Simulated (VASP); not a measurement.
```xyz
3
Lattice="3.2705 0.0000 0.0000 -1.6353 2.8324 0.0000 0.0000 0.0000 3.8269" Properties=species:S:1:pos:R:3 pbc="T T T"
Y      0.0000     0.0000     0.0000
B      0.0000     1.8882     1.9135
B      1.6353     0.9441     1.9135
```

These are PBEsol GGA, VASP's PBE PAW potentials (set 64) (plane waves; VASP 6.6.1) values and carry that method's errors. Run with 520 eV cut-off, 12×12×9 Γ-centred mesh, tetrahedra with Blöchl corrections, potentials Y_sv B.

Task: What does the run give for the energy per atom (σ→0), band gap (on the k-mesh) with the smallest direct gap where there is one?

Result: 
| Quantity | Result |
|---|---|
| band gap (on the k-mesh) | none (metal, semimetal or under 0.01 eV) |
| energy per atom (σ→0) | -7597 meV/atom |

Only differences to runs with the same potentials and settings are physical.

The structure comes from a computed database's YB2 entry (P6/mmm); how it stands against other phases isn't given here. It was relaxed first. The electron count is odd and the run is not spin-polarised, which forces a metal.
